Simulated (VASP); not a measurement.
MgTe (zinc blende):

```
CELL_PARAMETERS angstrom
      0.00000     3.21000     3.21000
      3.21000     0.00000     3.21000
      3.21000     3.21000     0.00000
ATOMIC_POSITIONS crystal
  Mg 0.00000 0.00000 0.00000
  Te 0.25000 0.25000 0.25000
```

The lowest empty band near Γ, direction [110], from PBE with spin-orbit coupling in VASP (PAW); its two spin partners are averaged. The gap over the points computed is 2.24 eV, and the next band on that side lies 2.97 eV away at the edge.

Run with 400 eV cut-off, 8×8×8 Γ-centred mesh, Gaussian smearing of 0.050 eV, potentials Mg Te.

```tsv
distance from the edge in k (1/Å)	distance in energy (meV)
0.012	3.2
0.018	7.3
0.025	14.1
0.035	27.4
0.050	55.1
0.070	105.1
```

Question: Fit E(1 + αE) = ħ²k²/2m* (ħ²/2m0 = 3.810 eV Å²) and predict the row at 0.095 1/Å.

Answer: Least squares on the energies gives the electron mass m* = 0.168 m0 and α = 0.56 per eV, and so 185.7 meV. The run gave 185.5 meV, -0.2 meV from the fit.

Left out are points under 3 meV from the edge, since the levels carry 0.1 meV, and points farther than half the way to the next band.

The compound is MgTe in the zinc blende structure, whereas wurtzite is the usual form. The cell was not relaxed at this level.
